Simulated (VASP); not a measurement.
Calculation: r2SCAN+rVV10, VASP's PBE PAW potentials (set 64) (plane waves; VASP 6.6.1).

A VASP calculation is set up with these files.

KPOINTS_OPT:
```
k-points along high-symmetry lines
10
Line-mode
Reciprocal
  0.000000   0.000000   0.000000 ! GAMMA
  0.500000  -0.500000   0.500000 ! H

  0.500000  -0.500000   0.500000 ! H
  0.000000   0.000000   0.500000 ! N

  0.000000   0.000000   0.500000 ! N
  0.000000   0.000000   0.000000 ! GAMMA

  0.000000   0.000000   0.000000 ! GAMMA
  0.250000   0.250000   0.250000 ! P

  0.250000   0.250000   0.250000 ! P
  0.500000  -0.500000   0.500000 ! H

  0.250000   0.250000   0.250000 ! P
  0.000000   0.000000   0.500000 ! N
```

KPOINTS:
```
Automatic mesh
0
Gamma
19 19 19
0 0 0
```

**INCAR**
```
SYSTEM = V
PREC = Accurate
LASPH = .TRUE.
ALGO = Normal   ! blocked Davidson
LREAL = .FALSE.
EDIFF = 1E-7   ! SCF stop (eV)
METAGGA = R2SCAN
LMAXMIX = 4   ! l cut-off of mixed one-centre charges
BPARAM = 11.95
NELM = 100
ISIF = 2   ! forces and stress, cell fixed
LCHARG = .FALSE.
LMIXTAU = .TRUE.
CPARAM = 0.0093
LWAVE = .FALSE.
ISMEAR = -5   ! tetrahedra, Bloechl
LORBIT = 11   ! lm-projected
NEDOS = 601
ENCUT = 520   ! plane-wave cut-off (eV)
LUSE_VDW = .TRUE.
```

**POSCAR**
```
V
2.976220
 -0.5000000256   0.5000000256   0.5000000256
  0.5000000256  -0.5000000256   0.5000000256
  0.5000000256   0.5000000256  -0.5000000256
V
1
Cartesian
  0.0000000000   0.0000000000   0.0000000000
```

POTCAR, in this order: V_sv (PBE.64 set). Program: vasp_std.

Output

OUTCAR:
```
 ion  position               nearest neighbor table
   1  0.000  0.000  0.000-
  LATTYP: Found a body centered cubic cell.
 ALAT       =     2.9762201524
 Subroutine PRICEL returns:
 Original cell was already a primitive cell.
 Subroutine GETGRP returns: Found 48 space group operations
The static configuration has the point symmetry O_h .
The dynamic configuration has the point symmetry O_h .
 Subroutine INISYM returns: Found 48 space group operations
 Subroutine IBZKPT returns following result:
 Found    220 irreducible k-points:

 Following reciprocal coordinates:
            Coordinates               Weight
  0.000000  0.000000  0.000000      1.000000
  0.052632  0.000000  0.000000     12.000000
  0.105263  0.000000  0.000000     12.000000
  0.157895  0.000000  0.000000     12.000000
  0.210526  0.000000  0.000000     12.000000
  0.263158  0.000000  0.000000     12.000000
  0.315789  0.000000  0.000000     12.000000
  0.368421  0.000000  0.000000     12.000000
  0.421053  0.000000  0.000000     12.000000
  0.473684  0.000000  0.000000     12.000000
  0.052632  0.052632  0.000000     24.000000
  0.105263  0.052632  0.000000     48.000000
  0.157895  0.052632  0.000000     48.000000
  0.210526  0.052632  0.000000     48.000000
  0.263158  0.052632  0.000000     48.000000
  0.315789  0.052632  0.000000     48.000000
  0.368421  0.052632  0.000000     48.000000
  0.421053  0.052632  0.000000     48.000000
  0.473684  0.052632  0.000000     24.000000
  0.105263  0.105263  0.000000     24.000000
  0.157895  0.105263  0.000000     48.000000
  0.210526  0.105263  0.000000     48.000000
  0.263158  0.105263  0.000000     48.000000
  0.315789  0.105263  0.000000     48.000000
  0.368421  0.105263  0.000000     48.000000
...
```

**OSZICAR**
```
       N       E                     dE             d eps       ncg     rms          rms(c)
DAV:   1     0.822751239210E+02    0.82275E+02   -0.74923E+03  4400   0.145E+03
DAV:   2    -0.170583154044E+02   -0.99333E+02   -0.97532E+02  4532   0.384E+02
DAV:   3    -0.186035882447E+02   -0.15453E+01   -0.15177E+01  4616   0.568E+01
DAV:   4    -0.186148262483E+02   -0.11238E-01   -0.11157E-01  4460   0.495E+00
DAV:   5    -0.186149615750E+02   -0.13533E-03   -0.13528E-03  4592   0.554E-01    0.235E+01
DAV:   6    -0.135179938134E+02    0.50970E+01   -0.13686E+01  4420   0.608E+01    0.335E+00
DAV:   7    -0.138519092807E+02   -0.33392E+00   -0.11578E+00  4400   0.159E+01    0.249E+00
DAV:   8    -0.138223576104E+02    0.29552E-01   -0.25773E-01  4410   0.763E+00    0.916E-01
DAV:   9    -0.138471289845E+02   -0.24771E-01   -0.13893E-02  4404   0.193E+00    0.837E-01
DAV:  10    -0.138421293338E+02    0.49997E-02   -0.23665E-02  4408   0.229E+00    0.845E-02
DAV:  11    -0.138426837579E+02   -0.55442E-03   -0.83537E-04  4408   0.436E-01    0.165E-01
DAV:  12    -0.138425147629E+02    0.16899E-03   -0.53868E-04  4404   0.338E-01    0.963E-02
DAV:  13    -0.138423206720E+02    0.19409E-03   -0.36306E-04  4404   0.270E-01    0.566E-03
DAV:  14    -0.138423176399E+02    0.30321E-05   -0.46915E-06  4460   0.296E-02    0.323E-03
DAV:  15    -0.138423159074E+02    0.17324E-05   -0.46863E-07  4432   0.930E-03    0.513E-04
DAV:  16    -0.138423173357E+02   -0.14283E-05   -0.30528E-08  2216   0.244E-03    0.586E-04
DAV:  17    -0.138423171408E+02    0.19494E-06   -0.49497E-09  2208   0.115E-03    0.612E-05
DAV:  18    -0.138423173841E+02   -0.24330E-06   -0.77077E-10  2202   0.478E-04    0.244E-05
DAV:  19    -0.138423171882E+02    0.19588E-06   -0.33862E-10  2206   0.316E-04    0.200E-05
DAV:  20    -0.138423171971E+02   -0.88871E-08   -0.25484E-11  2206   0.107E-04
   1 F= -.13842317E+02 E0= -.13842317E+02  d E =0.000000E+00
       N       E                     dE             ncg
```

**OUTCAR**
```
------------------------ aborting loop because EDIFF is reached ----------------------------------------
  FORCE on cell =-STRESS in cart. coord.  units (eV):
  Direction    XX          YY          ZZ          XY          YZ          ZX
  --------------------------------------------------------------------------------------
  Total        0.0391414      0.0391414      0.0391414      0.0000000      0.0000000     -0.0000000
  in kB        4.7575355      4.7575355      4.7575355      0.0000000      0.0000000     -0.0000000
  external PRESSURE =       4.7575355 kB  Pullay stress =       0.0000000 kB
  volume of cell :       13.18
      direct lattice vectors                 reciprocal lattice vectors
    -1.488110076  1.488110076  1.488110076     0.000000000  0.335996650  0.335996650
     1.488110076 -1.488110076  1.488110076     0.335996650  0.000000000  0.335996650
     1.488110076  1.488110076 -1.488110076     0.335996650  0.335996650  0.000000000
 POSITION                                       TOTAL-FORCE (eV/Angst)
 -----------------------------------------------------------------------------------
      0.00000      0.00000      0.00000        -0.000000     -0.000000     -0.000000
 -----------------------------------------------------------------------------------
    total drift:                                0.000000      0.000000      0.000000
  FREE ENERGIE OF THE ION-ELECTRON SYSTEM (eV)
  ---------------------------------------------------
  free  energy   TOTEN  =       -13.8423171971 eV

  energy  without entropy=      -13.8423171971  energy(sigma->0) =      -13.84231720

 total charge

# of ion       s       p       d       tot
------------------------------------------
    1        2.346   6.245   3.066  11.657
```
(Selected blocks of OUTCAR.)

**OUTCAR**
```
 val. band max:        9.9271334510   @ k =   0.3158   0.0000   0.0000

 cond. band min:       9.9152609195   @ k =   0.1053   0.0526   0.0526


 Fermi energy:         9.9121566113

 k-point     1 :       0.0000    0.0000    0.0000
  band No.  band energies     occupation
      1     -56.3632      2.00000
      2     -28.4768      2.00000
      3     -28.4768      2.00000
      4     -28.4768      2.00000
      5       2.8000      2.00000
      6      10.4134      0.00000
      7      10.4134      0.00000
      8      10.4134      0.00000
      9      12.6493      0.00000
     10      12.6493      0.00000

 k-point     2 :       0.0526    0.0000    0.0000
  band No.  band energies     occupation
      1     -56.3571      2.00000
      2     -28.5054      2.00000
      3     -28.4853      2.00000
      4     -28.4770      2.00000
      5       2.9201      2.00000
      6      10.3607      0.00000
      7      10.4016      0.00000
      8      10.4983      0.00000
      9      12.5868      0.00000
     10      12.6522      0.00000

 k-point     3 :       0.1053    0.0000    0.0000
  band No.  band energies     occupation
      1     -56.3397      2.00000
      2     -28.5874      2.00000
      3     -28.5100      2.00000
      4     -28.4777      2.00000
      5       3.2715      2.00000
      6      10.2112     -0.00498
      7      10.3508      0.00000
      8      10.7483      0.00000
      9      12.4376      0.00000
     10      12.6628      0.00000

 k-point     4 :       0.1579    0.0000    0.0000
  band No.  band energies     occupation
      1     -56.3127      2.00000
      2     -28.7130      2.00000
      3     -28.5479      2.00000
      4     -28.4787      2.00000
      5       3.8257      2.00000
      6       9.9876      0.25656
      7      10.2290     -0.00839
      8      11.1489      0.00000
      9      12.2955      0.00000
     10      12.6857      0.00000

 k-point     5 :       0.2105    0.0000    0.0000
...
```

For a metal the tetrahedron method with Blöchl corrections gives inexact stress and forces.

The compound is V in the bcc structure. It was relaxed first, which changed the volume by -5 %. The run is not spin-polarised, so no magnetic state was tried.
